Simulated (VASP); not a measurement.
Input of a VASP 6.6.1 run:

INCAR

```
SYSTEM = Se
PREC = Accurate ; ENCUT = 520
EDIFF = 1E-6 ; ISMEAR = 0
SIGMA = 0.1 ; LREAL = .FALSE.
LASPH = .TRUE. ; NELM = 100
ALGO = Normal ; ISIF = 2
LWAVE = .FALSE. ; LCHARG = .FALSE.
LDIPOL = .TRUE. ; IDIPOL = 3
DIPOL = 0.5 0.5 0.500 ; GGA = PE
NBANDS = 9
```

File KPOINTS:

```
Automatic mesh
0
G
  6 6 1
  0 0 0
```

File POSCAR:

```
Se
1.0
    3.3451870000      0.0000000000      0.0000000000
   -0.7635330000      3.2568840000      0.0000000000
    0.0000000000      0.0000000000     14.0000000000
Se
1
Direct
    0.0000000000      0.0000000000      0.5000000000
```

Potentials or basis: VASP PAW PBE potentials, release 64 (Se).

Run with:

```bash
$ cat potpaw_PBE.64/Se/POTCAR > POTCAR
$ mpirun -np 1 vasp_std > vasp.out
```

Question: Estimate the band gap on the k mesh.

Answer: None (metal or under the smearing width).
